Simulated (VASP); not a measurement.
Write the native input for VASP 6.6.1 that does the following.

| Quantity | Value |
| --- | --- |
| Task | relaxation of cell and atoms |
| Functional | PBEsol |
| Potentials or basis | VASP PAW PBE potentials, release 64 (Pt) |
| Cutoff | 600 eV |
| k mesh | 16 × 16 × 16 |
| Occupations | methfessel-paxton, width 0.1 eV |
| Spin | no spin polarisation |
| Further INCAR settings | ALGO = Normal; EDIFF = 1e-07; IBRION = 2; EDIFFG = -0.005; NSW = 90; ISIF = 3 |

The structure of Pt lies in POSCAR:

```
Pt                                      
1.0
    0.0000000000      1.9579378803      1.9579378803
    1.9579378803      0.0000000000      1.9579378803
    1.9579378803      1.9579378803     -0.0000000000
  Pt            
     1
Direct
     0.0000000000000000    0.0000000000000000    0.0000000000000000
```

One way to write it, as run:

INCAR

```
SYSTEM = Pt
ALGO     = Normal         ! electronic algorithm
EDIFF    = 1E-7           ! SCF threshold, eV
EDIFFG   = -0.005         ! ionic threshold
ENCUT    = 600            ! plane-wave cutoff, eV
GGA      = PS             ! functional
IBRION   = 2              ! ionic algorithm
ISIF     = 3              ! what is computed and relaxed
ISMEAR   = 1              ! smearing method
KPAR     = 4            
LASPH    = .True.         ! aspherical terms in the spheres
LCHARG   = .False.        ! write CHGCAR
LREAL    = .False.        ! projectors in reciprocal space
LWAVE    = .False.        ! write WAVECAR
NELM     = 80             ! most SCF steps
NSW      = 90             ! ionic steps
PREC     = Accurate       ! precision mode
SIGMA    = 0.1            ! smearing width, eV
```

KPOINTS

```
k-points
0
Gamma
  16 16 16
  0 0 0
```

Potentials or basis: VASP PAW PBE potentials, release 64 (Pt).

Launch:

```bash
$ cat potpaw_PBE.64/Pt/POTCAR > POTCAR
$ mpirun -np 4 vasp_std > vasp.out
```

It gave:

```
Pressure after relaxing : 0.0 GPa
Band gap on the k mesh  : none (metal or under the smearing width)
```

Caveat: the relaxation stopped at its first step, so nothing moved; the PAW data sets were made with another functional, which shifts forces and pressure a little.

Wall time 11 s on 4 MPI ranks on Intel(R) Xeon(R) Platinum 8488C (Sapphire Rapids), on a shared host, peak memory 0.14 GiB a rank.
